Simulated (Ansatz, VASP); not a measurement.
# Cross-check of Ge2H (H-terminated Ge(111)) between VASP and Ansatz

Aim: how closely do two programs agree when they are given the same cell, functional and k mesh? Of the first pair: The structure shown is the end of the VASP relaxation below. Valence electrons are named where the data sets of a main pair hold unlike numbers.

Method: plane waves, with VASP 6.6.1 beside it; single point at PBE and band structure at PBE, in Ansatz 0.2.0.

### 1. The structure

The cell holds 6 atoms: 4 Ge and 2 H. Cell: a = 4.093 Å, b = 4.093 Å, c = 23.298 Å, α = 90.0°, β = 90.0°, γ = 60.0°. It derives from Ge. As first built, before any earlier steps moved the atoms (in the runner's words): 4 layers of Ge at this functional's lattice, H on top and H below. Vacuum lies along c.

Structure file:

```
Ge H
1.0
     4.09343    0.00000    0.00000
     2.04671    3.54501    0.00000
     0.00000    0.00000   23.29784
Ge H
4 2
Direct
  0.33333 0.33333 0.41297
  0.66667 0.66667 0.44673
  0.66667 0.66667 0.55327
  0.00000 0.00000 0.58703
  0.33333 0.33333 0.34553
  0.00000 0.00000 0.65447
```

### 2. VASP: relaxation, PBE

This run makes the geometry at which the two programs are then compared.

Lines of VASP's logs that name or quote its potential files are left out, and so is its time.

File INCAR:

```
SYSTEM = Ge2H
PREC = Normal
ENCUT = 320
EDIFF = 1E-05
NELM = 120
ISMEAR = 0
SIGMA = 0.03
LREAL = .FALSE.
ALGO = Fast
GGA = PE
NBANDS = 15
LORBIT = 11
LWAVE = .FALSE.
LCHARG = .FALSE.
KPAR = 4
IBRION = 2
NSW = 60
ISIF = 2
EDIFFG = -0.03
POTIM = 0.4
MAXMIX = 40
IDIPOL = 3
LDIPOL = .TRUE.
DIPOL = 0.5 0.5 0.5
```

File POSCAR:

```
Ge2H
1.0
    4.0934265369      0.0000000000      0.0000000000
    2.0467132684      3.5450113694      0.0000000000
    0.0000000000      0.0000000000     23.2978359645
Ge H
4 2
Direct
    0.3333333300      0.3333333300      0.4103385400
    0.6666666700      0.6666666700      0.4462031200
    0.6666666700      0.6666666700      0.5537968800
    0.0000000000      0.0000000000      0.5896614600
    0.3333333300      0.3333333300      0.3433795300
    0.0000000000      0.0000000000      0.6566204700
```

File KPOINTS:

```
Automatic mesh
0
Gamma
9 9 1
0 0 0
```

The projector-augmented-wave data sets are Ge and H (PBE family, release 64).

The run is started by

```sh
$ mpirun -np 4 vasp_std
```

Numbers of over 12 decimals in the logs are rounded to 6 here.

Output:

```text
[banner, memory and clock lines left out]
running    4 mpi-ranks, on    1 nodes
 distrk:  each k-point on    1 cores,    4 groups
 distr:  one band on    1 cores,    1 groups

 POSCAR found type information on POSCAR GeH
 POSCAR found :  2 types and       6 ions
 LDA part: xc-table for (Slater+PW92), standard interpolation
 POSCAR, INCAR and KPOINTS ok, starting setup
 FFT: planning ... GRIDC
 FFT: planning ... GRID_SOFT
 FFT: planning ... GRID
 WAVECAR not read
 entering main loop
       N       E                     dE             d eps       ncg     rms          rms(c)
DAV:   1     0.746046878234E+02    0.74605E+02   -0.41628E+03   360   0.559E+02
DAV:   2    -0.167404729558E+02   -0.91345E+02   -0.86206E+02   537   0.120E+02
DAV:   3    -0.246269107356E+02   -0.78864E+01   -0.78315E+01   486   0.440E+01
DAV:   4    -0.247718112438E+02   -0.14490E+00   -0.14468E+00   493   0.695E+00
DAV:   5    -0.247755141868E+02   -0.37029E-02   -0.37023E-02   503   0.101E+00    0.567E+00
RMM:   6    -0.243562786482E+02    0.41924E+00   -0.22387E-01   360   0.217E+00    0.328E+00
RMM:   7    -0.241730005514E+02    0.18328E+00   -0.50229E-01   363   0.354E+00    0.500E-01
RMM:   8    -0.241611451060E+02    0.11855E-01   -0.56828E-02   361   0.132E+00    0.189E-01
RMM:   9    -0.241596902320E+02    0.14549E-02   -0.11094E-02   366   0.608E-01    0.114E-01
RMM:  10    -0.241584354639E+02    0.12548E-02   -0.41967E-03   363   0.330E-01    0.452E-02
RMM:  11    -0.241585684110E+02   -0.13295E-03   -0.16270E-03   375   0.168E-01    0.327E-02
RMM:  12    -0.241589751108E+02   -0.40670E-03   -0.35835E-04   362   0.907E-02    0.155E-02
RMM:  13    -0.241595110713E+02   -0.53596E-03   -0.14658E-04   341   0.517E-02    0.115E-02
RMM:  14    -0.241597224201E+02   -0.21135E-03   -0.38699E-05   300   0.307E-02    0.386E-03
RMM:  15    -0.241598773706E+02   -0.15495E-03   -0.17148E-05   267   0.167E-02    0.224E-03
RMM:  16    -0.241598973704E+02   -0.20000E-04   -0.44776E-06   242   0.844E-03    0.106E-03
RMM:  17    -0.241599177280E+02   -0.20358E-04   -0.14196E-06   196   0.560E-03    0.679E-04
RMM:  18    -0.241599208772E+02   -0.31493E-05   -0.38592E-07   167   0.399E-03
   1 F= -.24159921E+02 E0= -.24159921E+02  d E =-.241599E+02
[...]
2 F= -.24169476E+02 E0= -.24169476E+02  d E =-.955556E-02
[...]
3 F= -.24169657E+02 E0= -.24169657E+02  d E =-.973628E-02
[...]
4 F= -.24171917E+02 E0= -.24171917E+02  d E =-.225959E-02
[...]
5 F= -.24177350E+02 E0= -.24177350E+02  d E =-.769257E-02
[...]
6 F= -.24182178E+02 E0= -.24182178E+02  d E =-.125212E-01
[...]
7 F= -.24182191E+02 E0= -.24182191E+02  d E =-.130631E-04
 trial-energy change:   -0.000013  1 .order   -0.000021   -0.001571    0.001529
 step:   1.3850(harm=  1.3850)  dis= 0.00477  next Energy=   -24.182576 (dE=-0.398E-03)
 bond charge predicted
       N       E                     dE             d eps       ncg     rms          rms(c)
DAV:   1    -0.241824828446E+02   -0.28497E-03   -0.13046E-02   388   0.615E-01    0.341E-02
RMM:   2    -0.241825294885E+02   -0.46644E-04   -0.70637E-04   360   0.145E-01    0.712E-03
RMM:   3    -0.241825402743E+02   -0.10786E-04   -0.87244E-05   336   0.554E-02    0.526E-03
RMM:   4    -0.241825421377E+02   -0.18634E-05   -0.17307E-05   245   0.235E-02
   8 F= -.24182542E+02 E0= -.24182542E+02  d E =-.363761E-03
 curvature:  -0.83 expect dE=-0.787E-05 dE for cont linesearch -0.493E-06
 trial: gam= 0.01642 g(F)=  0.953E-05 g(S)=  0.000E+00 ort = 0.202E-04 (trialstep = 0.246E+01)
 search vector abs. value=  0.104E-04
 reached required accuracy - stopping structural energy minimisation
```

From OUTCAR (step 2):

```text
ion  position               nearest neighbor table
   1  0.333  0.333  0.410-   5 1.56   2 2.51   2 2.51   2 2.51
   2  0.667  0.667  0.446-   1 2.51   1 2.51   1 2.51   3 2.51
   3  0.667  0.667  0.554-   4 2.51   4 2.51   4 2.51   2 2.51
   4  0.000  0.000  0.590-   6 1.56   3 2.51   3 2.51   3 2.51
   5  0.333  0.333  0.343-   1 1.56
   6  0.000  0.000  0.657-   4 1.56

  LATTYP: Found a hexagonal cell.
 ALAT       =     4.0934265368
 C/A-ratio  =     5.6915241437

 Subroutine GETGRP returns: Found 12 space group operations
 (whereof  6 operations were pure point group operations)

The static configuration has the point symmetry C_3v.
 The point group associated with its full space group is D_3d.

 Found     12 irreducible k-points:

   k-points           NKPTS =     12   k-points in BZ     NKDIM =     12   number of bands    NBANDS=     15

   dimension x,y,z NGX =    18 NGY =   18 NGZ =  108
   dimension x,y,z NGXF=    36 NGYF=   36 NGZF=  216

   ENCUT  =  320.0 eV  23.52 Ry    4.85 a.u.   5.97  5.97 33.98*2*pi/ulx,y,z

   NELECT =      18.0000    total number of electrons

 k-points in reciprocal lattice and weights: Automatic mesh
   0.00000000  0.00000000  0.00000000       0.012
   0.11111111  0.00000000  0.00000000       0.074
   0.22222222 -0.00000000  0.00000000       0.074
   0.33333333 -0.00000000  0.00000000       0.074
   0.44444444 -0.00000000  0.00000000       0.074
   0.22222222  0.11111111  0.00000000       0.074
   0.33333333  0.11111111  0.00000000       0.148
   0.44444444  0.11111111  0.00000000       0.148
  -0.44444444  0.11111111  0.00000000       0.074
   0.44444444  0.22222222  0.00000000       0.074
  -0.44444444  0.22222222  0.00000000       0.148
  -0.33333333  0.33333333  0.00000000       0.025

 dipolmoment           0.000000      0.000000      0.000000 electrons x Angstroem

 average (electrostatic) potential at core
       1 -38.7033       2 -38.7405       3 -38.7405       4 -38.7033       5 -39.0162
       6 -39.0162

 E-fermi :  -2.2440

 k-point     1 :       0.0000    0.0000    0.0000
  band No.  band energies     occupation
    ...
      5      -4.0006      2.00000
      6      -3.1221      2.00000
      7      -3.1221      2.00000
      8      -2.4214      2.00000
      9      -2.4214      2.00000
     10      -1.8979      0.00000
     11      -1.7153      0.00000
     12       0.8117      0.00000
     13       1.0037      0.00000
     14       1.0037      0.00000
    ...

 k-point     2 :       0.1111    0.0000    0.0000
  band No.  band energies     occupation
    ...
      5      -4.4959      2.00000
      6      -3.8239      2.00000
      7      -3.7326      2.00000
      8      -3.3943      2.00000
      9      -2.6388      2.00000
     10      -0.8766      0.00000
     11      -0.5868      0.00000
     12       0.6602      0.00000
     13       1.0081      0.00000
     14       1.3332      0.00000
    ...

 k-point     3 :       0.2222   -0.0000    0.0000
  band No.  band energies     occupation
    ...
      5      -5.7035      2.00000
      6      -4.9958      2.00000
      7      -3.9953      2.00000
      8      -3.9121      2.00000
      9      -3.1052      2.00000
     10      -0.6075      0.00000
     11      -0.4894      0.00000
     12       0.8514      0.00000
     13       1.5873      0.00000
     14       1.9280      0.00000
    ...

  Total       -0.5486183     -0.5486183     -0.2930301      0.0000000      0.0000000      0.0000000
  in kB       -2.5999241     -2.5999241     -1.3886813      0.0000000      0.0000000      0.0000000
  external PRESSURE =      -2.1961765 kB  Pullay stress =       0.0000000 kB

  energy-cutoff  :      320.00
  volume of cell :      338.08
      direct lattice vectors                 reciprocal lattice vectors
     4.093426537  0.000000000  0.000000000     0.244294112 -0.141043271  0.000000000
     2.046713268  3.545011369  0.000000000     0.000000000  0.282086542  0.000000000
     0.000000000  0.000000000 23.297835964     0.000000000  0.000000000  0.042922441

 POSITION                                       TOTAL-FORCE (eV/Angst)
 -----------------------------------------------------------------------------------
      2.04671      1.18167      9.62123         0.000000     -0.000000      0.011056
      4.09343      2.36334     10.40786        -0.000000     -0.000000     -0.000674
      4.09343      2.36334     12.88998         0.000000      0.000000      0.000674
      4.09343      0.00000     13.67661        -0.000000      0.000000     -0.011056
      2.04671      1.18167      8.04998        -0.000000     -0.000000      0.000849
      0.00000      0.00000     15.24785        -0.000000     -0.000000     -0.000849
 -----------------------------------------------------------------------------------
    total drift:                               -0.000001     -0.000000      0.000001

  FREE ENERGIE OF THE ION-ELECTRON SYSTEM (eV)
  ---------------------------------------------------
  free  energy   TOTEN  =       -24.1825421377 eV

  energy  without entropy=      -24.1825421377  energy(sigma->0) =      -24.18254214

 reached required accuracy - stopping structural energy minimisation

 vacuum level on the upper side and lower side of the slab         2.162         2.162

 total charge
# of ion       s       p       d       tot
------------------------------------------
    1        1.110   1.275   0.066   2.450
    2        1.120   1.232   0.053   2.405
    3        1.120   1.232   0.053   2.405
    4        1.110   1.275   0.066   2.450
    5        0.530   0.010   0.000   0.540
    6        0.530   0.010   0.000   0.540
--------------------------------------------------
tot          5.520   5.033   0.239  10.791

[... 3 further parts left out ...]
```

CONTCAR:

```
Ge2H
   1.00000000000000
     4.0934265369000000    0.0000000000000000    0.0000000000000000
     2.0467132684000000    3.5450113694000001    0.0000000000000000
     0.0000000000000000    0.0000000000000000   23.2978359644999991
  Ge              H
     4     2
Direct
     0.3333333300000021    0.3333333300000021    0.4129665352785999
     0.6666666699999979    0.6666666699999979    0.4467306073977323
     0.6666666699999979    0.6666666699999979    0.5532693926022678
     1.0000000000000000    0.0000000000000000    0.5870334647214003
     0.3333333300000021    0.3333333300000021    0.3455250066558934
     0.0000000000000000    0.0000000000000000    0.6544749933441065
```

The gap is read on the k-mesh alone, so it is an upper bound where the band edges lie off the mesh. The data set Ge keeps the semicore shell frozen, which is cheaper and a little less accurate. The run keeps the 12 symmetry operations of its start, so it cannot find a distortion of lower symmetry.

### 3. Ansatz: single point, PBE

Ansatz runs on its default PAW (the set named soft_2) files.

The same cell, functional, mesh and smearing now go to Ansatz, which takes its cutoff from its data sets.

File input.yaml:

```yaml
crystal:
  lattice:
    - [4.09342654, 0.0, 0.0]
    - [2.04671327, 3.54501137, 0.0]
    - [0.0, 0.0, 23.29783596]
  atoms:
    - { symbol: Ge, position: [0.33333333, 0.33333333, 0.41296654] }
    - { symbol: Ge, position: [0.66666667, 0.66666667, 0.44673061] }
    - { symbol: Ge, position: [0.66666667, 0.66666667, 0.55326939] }
    - { symbol: Ge, position: [0.0, 0.0, 0.58703346] }
    - { symbol: H, position: [0.33333333, 0.33333333, 0.34552501] }
    - { symbol: H, position: [0.0, 0.0, 0.65447499] }
hamiltonian:
  xc: pbe
  pseudopotentials: { kind: paw }
kpoints:
  mp_grid: { grid: [9, 9, 1] }
scf:
  occupations: { method: gaussian, width: 0.03 }
  n_extra_bands: 5
efield:
  axis: 3
  dipole_correction: true
  ramp_width: 0.04
output:
  forces: true
  eigenvalues: true
```

The run is started by

```sh
$ ansatz run input.yaml --threads 4 --pin off --max-ram 9216MiB --backend cpu --events-out ev --progress --plain --runs-dir out
```

Output:

```text
scf.n_extra_bands = 5 over 29 filled bands (N_el = 58.0): the run solves 34 bands
Engine: ansatz 0.2.0, aarch64-unknown-linux-gnu
Pseudopotentials: kind: paw
Pseudopotential: Ge, paw, valence charge 14, recommended cutoff 420 eV (normal), Ge.paw.azcp
Pseudopotential: H, paw, valence charge 1, recommended cutoff 420 eV (normal), H.paw.azcp
Functional definition: PBE
  parameter kappa = 0.804
  parameter beta = 0.066725
  exchange = pbe_x(kappa = kappa, mu = beta*pi^2/3)
  correlation = pbe_c(beta = beta)
Crystal: 6 atoms, lattice volume = 338.081 Å³
Basis set: ecut = 420 eV, 6545 PW (Γ), exchange–correlation on 60×60×320 points (8 copies of the dense FFT grid, shifted against one another)
Bands: 34, of which v1, the nominal top of the filled ones, is band 29 counted from 1 (28 counted from 0)
Symmetry: 6 space group operations
k-points: 12 of 81 (time reversal used)
Non-local potential: Ge, projectors of the file, l = 0: 2, l = 1: 2, l = 2: 3, l = 3: 1
Non-local potential: H, projectors of the file, l = 0: 2, l = 1: 1
PAW form: soft (Blöchl's): semilocal exchange-correlation on the pseudo side does not see the compensation charge
PAW one-centre angular grid: Ge, 590 points (default); XC on 64 Gauss nodes
PAW one-centre angular grid: H, 110 points (default); XC on 64 Gauss nodes
Initial density: superposition of atomic densities (neutral atoms: chi_scale 0, normalization atom), corrected by the library's trained network
Initial wavefunctions: pseudopotential atomic-orbital guess
Functional: x = pbe(κ = 0.804, μ = 0.219515), c = pbe(β = 0.066725)
SCF iter   1: F=—  HF=-17211.191662 eV  |F-HF|=—  |Δ(HF+E_count)|=         —  Δρ=1.14e-3  dr2=8.55e-3  ethr=1.77e-3  p=0.000 e·Å  D=5.08e-15 V/Å  ΔV_dip=-0.00 eV  dr2_dipole=1.32e-8  V_vac-E_F(+/−)=4.62/4.62 eV  ⟨swp⟩=6.9  Hψ=1736  notcnv=0
efield: sawtooth ramp at fractional position 0.9800 (placed from the atoms, in the widest stretch of the axis that holds none; the zero of the levels goes with the place), width 0.0400; the density the first Hamiltonian is built on has a dipole p = 0.000 e·Å; the dipole correction subtracts the counter field D = 5.08e-15 V/Å, which shifts the + side's vacuum level by -0.00 eV against the − side's; the planar-averaged density in the ramp window peaks in size at 1.3e-5 e/Å³
preconditioner: auto → Resta (q_TF=auto, 2.034 Å⁻¹)  ε∞=1.5  [insulator: Δε(μ)=0.532 eV  Ē_g=21.496 eV  σ=0.030 eV  W_gap=1.00  n_scr=56 (ndim 8)  ℏωp=15.4 eV  f_vac=0.655  D(μ)=0.00/eV (n_scr^D=0)  ε∞_Penn≈1.5  vacuum switching on, ρ_ref=3.4e-2 e/Å³]
SCF iter   2: F=—  HF=-17211.190441 eV  |F-HF|=—  |Δ(HF+E_count)|=   1.22e-3  Δρ=5.38e-4  dr2=1.58e-3  ethr=1.47e-5  p=-0.000 e·Å  D=-4.30e-5 V/Å  ΔV_dip=0.00 eV  dr2_dipole=9.61e-8  V_vac-E_F(+/−)=4.51/4.50 eV  ⟨swp⟩=2.0  Hψ=898  notcnv=0  defer=12
SCF iter   3: F=—  HF=-17211.191069 eV  |F-HF|=—  |Δ(HF+E_count)|=   6.28e-4  Δρ=2.35e-4  dr2=3.61e-4  ethr=2.73e-6  p=0.000 e·Å  D=1.46e-4 V/Å  ΔV_dip=-0.00 eV  dr2_dipole=1.25e-6  V_vac-E_F(+/−)=4.47/4.47 eV  ⟨swp⟩=2.0  Hψ=781  notcnv=0  defer=12
SCF iter   4: F=—  HF=-17211.191021 eV  |F-HF|=—  |Δ(HF+E_count)|=   4.84e-5  Δρ=8.60e-5  dr2=4.72e-5  ethr=6.22e-7  p=-0.000 e·Å  D=-2.03e-4 V/Å  ΔV_dip=0.00 eV  dr2_dipole=2.49e-6  V_vac-E_F(+/−)=4.44/4.43 eV  ⟨swp⟩=2.0  Hψ=744  notcnv=0  defer=12
SCF iter   5: F=—  HF=-17211.191045 eV  |F-HF|=—  |Δ(HF+E_count)|=   2.45e-5  Δρ=4.40e-5  dr2=4.55e-5  ethr=8.14e-8  p=0.001 e·Å  D=4.38e-4 V/Å  ΔV_dip=-0.01 eV  dr2_dipole=1.14e-5  V_vac-E_F(+/−)=4.43/4.44 eV  ⟨swp⟩=2.0  Hψ=745  notcnv=0  defer=12
SCF iter   6: F=—  HF=-17211.191045 eV  |F-HF|=—  |Δ(HF+E_count)|=   4.58e-7  Δρ=2.75e-5  dr2=1.73e-5  ethr=7.84e-8  p=-0.000 e·Å  D=-2.57e-4 V/Å  ΔV_dip=0.01 eV  dr2_dipole=3.91e-6  V_vac-E_F(+/−)=4.44/4.43 eV  ⟨swp⟩=2.0  Hψ=458  notcnv=0  defer=12
SCF iter   7: F=—  HF=-17211.191043 eV  |F-HF|=—  |Δ(HF+E_count)|=   2.22e-6  Δρ=1.27e-5  dr2=1.38e-6  ethr=2.99e-8  p=-0.000 e·Å  D=-6.34e-5 V/Å  ΔV_dip=0.00 eV  dr2_dipole=2.39e-7  V_vac-E_F(+/−)=4.43/4.43 eV  ⟨swp⟩=2.0  Hψ=445  notcnv=0  defer=12
SCF iter   8: F=-17211.191043 eV  HF=-17211.191043 eV  |F-HF|=3.15e-9  |Δ(HF+E_count)|=   4.15e-7  Δρ=3.25e-6  dr2=6.49e-8  ethr=1.72e-10  p=-0.000 e·Å  D=-1.13e-5 V/Å  ΔV_dip=0.00 eV  dr2_dipole=7.37e-9  V_vac-E_F(+/−)=4.43/4.43 eV  ⟨swp⟩=8.8  Hψ=1901  notcnv=0
SCF 1 converged in 8 iterations: F = -17211.191043 eV  dr2 = 6.49e-8
  greatest PAW one-centre occupation: 0.998 electrons in one spin orbital (limit 2), on the Ge atom at site 3 (counted from 0), in its partial waves of l = 2
SCF converged after 8 iterations
Free energy (F): -17211.191043 eV
Harris-Foulkes:  -17211.191043 eV  (|F-HF|=3.15e-9)
Internal energy: -17211.191043 eV  (E = F + TS)
E sigma→0 (E₀):  -17211.191043 eV
Fermi energy:    -0.872363 eV
Dipole field:    D = 0.000078 V/Å  (p = 0.000145 e·Å, saw-weighted, corrected)
Work function:   Φ+ = 4.4300 eV   Φ− = 4.4319 eV
Levels:          The Fermi level and band energies are counted from a zero that moves with the ramp; work functions are not
--- Per-component energies (eV) ---
  E_band       = -1124.722336
  E_kinetic    = 468.814316
  E_local      = -53396.413606  (includes V_loc(G=0)·N_el)
  E_nonlocal   = 1677.897396
  E_hartree    = 25829.459382
  E_xc         = -317.766062
  E_vxc        = -278.289609  (∫ρ·V_xc dr)
  E_paw        = -8081.944550  (= ΣΔE_a)
  E_vpaw       = -1255.635836  (= ΣTr[D̂ρ^β])
  E_aug_tail   = -0.000936  (compensation charges beyond the density's cutoff)
  E_efield     = 0.000000  (sawtooth field / dipole correction)
  E_vefield    = 0.000000  (∫n·V_field dr)
  E_ewald      = 16608.763017
  E_smearing   = -0.000000  (= −TS)
  E_closure    = -0.000000  (closes the sum)
  Σ components = -17211.191043   (vs F -17211.191043, Δ=0.00e0)
--- Forces (eV/Å), atoms counted from 1 ---
  atom   1  Ge    -0.00000000     0.00000000    -0.11425135
  atom   2  Ge    -0.00000000    -0.00000000     0.00953935
  atom   3  Ge    -0.00000000     0.00000000    -0.00950587
  atom   4  Ge    -0.00000000    -0.00000000     0.11418674
  atom   5  H      0.00000000    -0.00000000     0.18319752
  atom   6  H     -0.00000000     0.00000000    -0.18322486
  max |Σ_I F_I| component: 5.85e-5 eV/Å
--- Band table (eV; the first three rows and the last of 12) ---
  k-point 0: bands = [... 25 lower, -1.8291, -1.8291, -1.1321, -1.1321, -0.6138, -0.4433, 2.1174, 2.3100, ... 1 higher]
  k-point 1: bands = [... 25 lower, -2.5281, -2.4417, -2.0994, -1.3480, 0.4074, 0.6943, 1.9630, 2.3123, ... 1 higher]
  k-point 2: bands = [... 25 lower, -3.7003, -2.6971, -2.6146, -1.8117, 0.6864, 0.8066, 2.1486, 2.8918, ... 1 higher]
  k-point 11: bands = [... 25 lower, -4.9428, -4.1024, -4.1023, -3.1747, 1.8928, 2.1089, 2.1089, 4.4078, ... 1 higher]
```

Run time: 3.9 s. Hardware: 4 threads of Arm Neoverse V1, shared host; peak memory 0.67 GiB; 14 s of CPU time.

### 4. Differences

Known differences besides the potentials themselves: the data sets hold 58 valence electrons in Ansatz (on its default PAW (the set named soft_2) files) and 18 in VASP; the cutoff is 420 eV in Ansatz and 320 eV in VASP (PREC = Normal); VASP leaves aspherical gradient terms in its spheres out (LASPH is not set), Ansatz keeps them. Total energies have different zeros and are not compared.

Compared:

```tsv
quantity	Ansatz	VASP	difference
gap on the k mesh (eV)	0.518	0.523	-0.005
```

At this near-relaxed geometry the largest component of a force difference is 182 meV/Å. A gap on the mesh is an upper bound, since the band edges may lie between its points. With vacuum in the cell, a pressure given here is an average over mostly empty space and none of the material.

### 5. Further runs

Further runs change the set-up of one program: Ansatz's method, potentials or start, or VASP's data sets, cutoff or form of LDA. The table gives Ansatz less VASP for each quantity, since a change that brings one quantity closer may part another.

```tsv
run	r.m.s. force difference (meV/Å)	gap on the k mesh (eV)
as above	74	-0.0052
Ansatz's larger PAW set (cutoff 1000 eV)	78	-0.0032
norm-conserving potentials (cutoff 1061 eV)	74	-0.0039
```

[end of part 1 of 2]

[Lines on the potential files, build, host, timing and source positions are cut from VASP's logs without a mark.]

[Logs are printed without paths, hosts, clocks, repeated set-up lines and the standing remarks that a program may print on its own settings, such as how far it seeks lower states.]

[Hosts, paths, dates, database ids (printed as entryN), source tags and the programs' standing remarks are cut or masked in the printed files.]
